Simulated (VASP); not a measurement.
# Sn3P2 (R-3m) in VASP: density of states with PBE

Aim: the density of states of Sn3P2 with PBE.

Everything below comes from runs of VASP 6.6.1. Logs are shortened: lines on timing, memory, paths and dates and some standing lists are left out, and cuts for length are marked.

## 1. The crystal as given

The structure is trigonal, space group R-3m (No. 166). The conventional cell has a = 4.053 Å, b = 4.053 Å, c = 25.746 Å, α = 90.00°, β = 90.00°, γ = 120.00°. Around Sn (site symmetry 3m) lie 3 P at 2.72 Å. Around Sn (site symmetry -3m) lie 6 P at 2.90 Å. P (site symmetry 3m) has 6 Sn at 2.72 to 2.90 Å as nearest neighbours.

The cell was built by a generator and needn't be a form met in nature.

## 2. Density of states, PBE

Input file POSCAR:

```
Sn3P2
1.0
    2.0266330000      1.1700770000      8.5821000000
   -2.0266330000      1.1700770000      8.5821000000
    0.0000000000     -2.3401540000      8.5821000000
Sn P
3 2
Direct
    0.2128750000      0.2128750000      0.2128750000
    0.7871250000      0.7871250000      0.7871250000
    0.0000000000      0.0000000000      0.0000000000
    0.6002230000      0.6002230000      0.6002230000
    0.3997770000      0.3997770000      0.3997770000
```

Input file INCAR.step1:

```
SYSTEM = Sn3P2
  PREC = Accurate
  ENCUT = 520
  EDIFF = 1E-6
  ISMEAR = 0
  SIGMA = 0.1
  LREAL = .FALSE.
  LASPH = .TRUE.
  NELM = 60
  ALGO = Fast
  ISIF = 2
  LWAVE = .FALSE.
  LCHARG = .TRUE.
  GGA = PE
  KPAR = 4
```

Input file KPOINTS.step1:

```
Automatic mesh
0
G
  8 8 8
  0 0 0
```

Input file INCAR.step2:

```
SYSTEM = Sn3P2
  PREC = Accurate
  ENCUT = 520
  EDIFF = 1E-6
  ISMEAR = -5
  SIGMA = 0.1
  LREAL = .FALSE.
  LASPH = .TRUE.
  NELM = 60
  ALGO = Fast
  ISIF = 2
  LWAVE = .FALSE.
  LCHARG = .FALSE.
  GGA = PE
  LORBIT = 10
  KPAR = 4
  NEDOS = 2001
  ICHARG = 11
```

Input file KPOINTS.step2:

```
Automatic mesh
0
G
  12 12 12
  0 0 0
```

Potentials or basis: VASP PAW PBE potentials, release 64 (Sn_d, P).

Run with:

```sh
$ cat potpaw_PBE.64/Sn_d/POTCAR potpaw_PBE.64/P/POTCAR > POTCAR
$ cp INCAR.step1 INCAR
$ cp KPOINTS.step1 KPOINTS
$ mpirun -np 4 vasp_std > vasp.out
$ cp INCAR.step2 INCAR
$ cp KPOINTS.step2 KPOINTS
$ mpirun -np 4 vasp_std > vasp.out
```

OUTCAR:

```text
SYSTEM = Sn3P2
   PREC = Accurate
   ENCUT = 520
   EDIFF = 1E-6
   ISMEAR = -5
   LREAL = .FALSE.
   LASPH = .TRUE.
   NELM = 60
   ISIF = 2
   GGA = PE
   LORBIT = 10
   ICHARG = 11

 ion  position               nearest neighbor table
   1  0.213  0.213  0.213-   4 2.72   4 2.72   4 2.72   2 3.34   2 3.34   2 3.34
   2  0.787  0.787  0.787-   5 2.72   5 2.72   5 2.72   1 3.34   1 3.34   1 3.34
   3  0.000  0.000  0.000-   4 2.90   5 2.90   4 2.90   4 2.90   5 2.90   5 2.90
   4  0.600  0.600  0.600-   1 2.72   1 2.72   1 2.72   3 2.90   3 2.90   3 2.90
   5  0.400  0.400  0.400-   2 2.72   2 2.72   2 2.72   3 2.90   3 2.90   3 2.90

  LATTYP: Found a trigonal (rhomboedric) cell.
 ALAT       =     8.8954348917
 COS(alpha) =     0.8961884094

  Lattice vectors:

 A1 = (   2.0266330000,   1.1700770000,   8.5821000000)
 A2 = (  -2.0266330000,   1.1700770000,   8.5821000000)
 A3 = (   0.0000000000,  -2.3401540000,   8.5821000000)

Analysis of symmetry for initial positions (statically):
=====================================================================
 Subroutine PRICEL returns:
 Original cell was already a primitive cell.

 Routine SETGRP: Setting up the symmetry group for a
 trigonal (rhombohedral) supercell.

 Subroutine GETGRP returns: Found 12 space group operations
 (whereof 12 operations were pure point group operations)
 out of a pool of 12 trial point group operations.

The static configuration has the point symmetry D_3d.

Analysis of symmetry for dynamics (positions and initial velocities):
=====================================================================
 Subroutine PRICEL returns:
 Original cell was already a primitive cell.

 Routine SETGRP: Setting up the symmetry group for a
 trigonal (rhombohedral) supercell.

 Subroutine GETGRP returns: Found 12 space group operations
 (whereof 12 operations were pure point group operations)
 out of a pool of 12 trial point group operations.

The dynamic configuration has the point symmetry D_3d.

 Subroutine INISYM returns: Found 12 space group operations
 (whereof 12 operations are pure point group operations),
 and found     1 'primitive' translations

----------------------------------------------------------------------------------------
[... 110 lines left out ...]
   TEBEG  =    0.0;   TEEND  =   0.0 temperature during run
   PSTRESS=    0.0 pullay stress
   NELECT =      52.0000    total number of electrons
   NUPDOWN=      -1.0000    fix difference up-down
   EMIN   =  10.00;   EMAX   =-10.00  energy-range for DOS
   EFERMI =   0.00;   METHOD = LEGACY
   ISMEAR =    -5;   SIGMA  =   0.10  broadening in eV -4-tet -1-fermi 0-gaus
   EFERMI_NEDOS =   21; number of points for ismear=-14 and -15
   IALGO  =     68    algorithm
   IMIX   =      4    mixing-type and parameters
     AMIX     =   0.40;   BMIX     =  1.00
     AMIX_MAG =   1.60;   BMIX_MAG =  1.00
  volume/ion in A,a.u.               =      24.42       164.80
  Fermi-wavevector in a.u.,A,eV,Ry     =   1.231680  2.327537 20.640516  1.517035
  Thomas-Fermi vector in A             =   2.366480
   LORBIT       =     10    0 simple, 1 ext, 2 COOP (PROOUT), +10 PAW based schemes
   GGA     = PE    functional components
   LHFCALC =     F    Hartree Fock is set to
   AEXX    =    0.0000 exact exchange contribution
   IVDW    =     0    specifies the selected vdW correction
   LEPSILON=     F    determine dielectric tensor
   LRPA    =     F    only Hartree local field effects (RPA)
 non-spin polarized calculation
 RMM-DIIS sequential band-by-band and
 Fermi weights with tetrahedron method with Bloechl corrections
  energy-cutoff  :      520.00
  volume of cell :      122.11
 maximum number of plane-waves:      3325
 NGX is ok and might be reduce to    70

 number of electron      52.0000004 magnetization

 Free energy of the ion-electron system (eV)
  ---------------------------------------------------
  ext. energy  EPLUGINS =         0.00000000
  ---------------------------------------------------
  free energy    TOTEN  =       -22.42312907 eV

  energy without entropy =      -22.42312907  energy(sigma->0) =      -22.42312907

 E-fermi :   7.4279     XC(G=0): -10.0564

 val. band max:        7.4507382981   @ k =   0.0833   0.0833   0.0000
 cond. band min:       7.2867940063   @ k =   0.4167   0.4167   0.0000
 fundamental gap:     -0.1639442918
 Fermi energy:         7.4279378825

 k-point     1 :       0.0000    0.0000    0.0000
  band No.  band energies     occupation
      1     -14.3259      2.00000
      2     -14.3259      2.00000
      3     -14.3145      2.00000
      4     -14.3145      2.00000
      5     -14.3120      2.00000
      6     -14.3030      2.00000
[... 805 lines left out ...]
     30      10.8125      0.00000
     31      11.1465      0.00000

 [... further k-points ...]

------------------------ aborting loop because EDIFF is reached ----------------------------------------

  FORCE on cell =-STRESS in cart. coord.  units (eV):
  Direction    XX          YY          ZZ          XY          YZ          ZX
  --------------------------------------------------------------------------------------
  -------------------------------------------------------------------------------------
  Total        0.2000326      0.2000325      0.2773732      0.0000000     -0.0000000      0.0000000
  in kB        2.6246835      2.6246830      3.6394915      0.0000000     -0.0000000      0.0000000
  external PRESSURE =       2.9629527 kB  Pullay stress =       0.0000000 kB

 VOLUME and BASIS-vectors are now :
 -----------------------------------------------------------------------------
  energy-cutoff  :      520.00
  volume of cell :      122.11
      direct lattice vectors                 reciprocal lattice vectors
     2.026633000  1.170077000  8.582100000     0.246714625  0.142440768  0.038840532
    -2.026633000  1.170077000  8.582100000    -0.246714625  0.142440768  0.038840532
     0.000000000 -2.340154000  8.582100000     0.000000000 -0.284881536  0.038840532

 POSITION                                       TOTAL-FORCE (eV/Angst)
 -----------------------------------------------------------------------------------
      0.00000      0.00000      5.48074         0.000000     -0.000000     -0.005338
      0.00000      0.00000     20.26556         0.000000     -0.000000      0.005338
      0.00000      0.00000      0.00000         0.000000     -0.000000     -0.000000
      0.00000      0.00000     15.45352         0.000000      0.000000      0.001151
      0.00000      0.00000     10.29278        -0.000000     -0.000000     -0.001151
 -----------------------------------------------------------------------------------
    total drift:                               -0.000000      0.000000     -0.000000

  FREE ENERGIE OF THE ION-ELECTRON SYSTEM (eV)
  ---------------------------------------------------
  free  energy   TOTEN  =       -22.4231290736 eV

  energy  without entropy=      -22.4231290736  energy(sigma->0) =      -22.42312907

 total charge

# of ion       s       p       d       tot
------------------------------------------
    1        1.264   0.919   9.995  12.179
    2        1.264   0.919   9.995  12.179
    3        1.321   0.778  10.005  12.104
    4        1.069   1.388   0.000   2.457
    5        1.069   1.388   0.000   2.457
--------------------------------------------------
tot          5.988   5.392  29.995  41.375
```

Run time: 25 min. Hardware: 4 MPI ranks of Intel Xeon Platinum 8488C (Sapphire Rapids), shared host; peak memory 1.1 GiB.

Results:

```
Valence electrons inside the program's atomic spheres : Sn 12.18, 12.10; P 2.46
```

States per cell in windows of 0.5 eV (zero at the Fermi level; states under -8 eV left out):
| from (eV) | total | P4_p | P5_p | Sn1_p | Sn2_p | Sn3_p | Sn3_s |
| --- | --- | --- | --- | --- | --- | --- | --- |
| -8.0 | 1.34 | 0.04 | 0.04 | 0.01 | 0.01 | 0.01 | 0.16 |
| -7.5 | 1.25 | 0.04 | 0.04 | 0.01 | 0.01 | 0.01 | 0.23 |
| -7.0 | 0.87 | 0.03 | 0.03 | 0.01 | 0.01 | 0.01 | 0.16 |
| -6.5 | 0.74 | 0.03 | 0.03 | 0.01 | 0.01 | 0.01 | 0.10 |
| -6.0 | 0.46 | 0.02 | 0.02 | 0.01 | 0.01 | 0.01 | 0.05 |
| -5.5 | 0.38 | 0.02 | 0.02 | 0.01 | 0.01 | 0.02 | 0.02 |
| -5.0 | 1.00 | 0.07 | 0.07 | 0.05 | 0.05 | 0.07 | 0.02 |
| -4.5 | 0.95 | 0.08 | 0.08 | 0.05 | 0.05 | 0.07 | 0.02 |
| -4.0 | 1.25 | 0.11 | 0.11 | 0.08 | 0.08 | 0.09 | 0.02 |
| -3.5 | 1.67 | 0.17 | 0.17 | 0.11 | 0.11 | 0.11 | 0.02 |
| -3.0 | 1.56 | 0.17 | 0.17 | 0.11 | 0.11 | 0.07 | 0.02 |
| -2.5 | 1.66 | 0.19 | 0.19 | 0.12 | 0.12 | 0.07 | 0.03 |
| -2.0 | 1.48 | 0.17 | 0.17 | 0.10 | 0.10 | 0.05 | 0.05 |
| -1.5 | 1.08 | 0.10 | 0.10 | 0.08 | 0.08 | 0.04 | 0.07 |
| -1.0 | 0.84 | 0.08 | 0.08 | 0.06 | 0.06 | 0.04 | 0.05 |
| -0.5 | 0.59 | 0.04 | 0.04 | 0.04 | 0.04 | 0.05 | 0.02 |
| 0.0 | 0.85 | 0.03 | 0.03 | 0.07 | 0.07 | 0.10 | 0.01 |
| 0.5 | 1.43 | 0.05 | 0.05 | 0.14 | 0.14 | 0.18 | 0.01 |
| 1.0 | 1.52 | 0.05 | 0.05 | 0.16 | 0.16 | 0.19 | 0.01 |
| 1.5 | 1.49 | 0.07 | 0.07 | 0.15 | 0.15 | 0.16 | 0.02 |
| 2.0 | 1.15 | 0.06 | 0.06 | 0.11 | 0.11 | 0.10 | 0.02 |
| 2.5 | 1.53 | 0.08 | 0.08 | 0.13 | 0.13 | 0.12 | 0.02 |
| 3.0 | 1.53 | 0.09 | 0.09 | 0.11 | 0.11 | 0.13 | 0.02 |
| 3.5 | 0.42 | 0.03 | 0.03 | 0.03 | 0.03 | 0.03 | 0.00 |
| 4.0 | 0.10 | 0.01 | 0.01 | 0.01 | 0.01 | 0.01 | 0.00 |
| 4.5 | 0.00 | 0.00 | 0.00 | 0.00 | 0.00 | 0.00 | 0.00 |

Caveat: tetrahedron occupations give inexact forces and stress in metals.
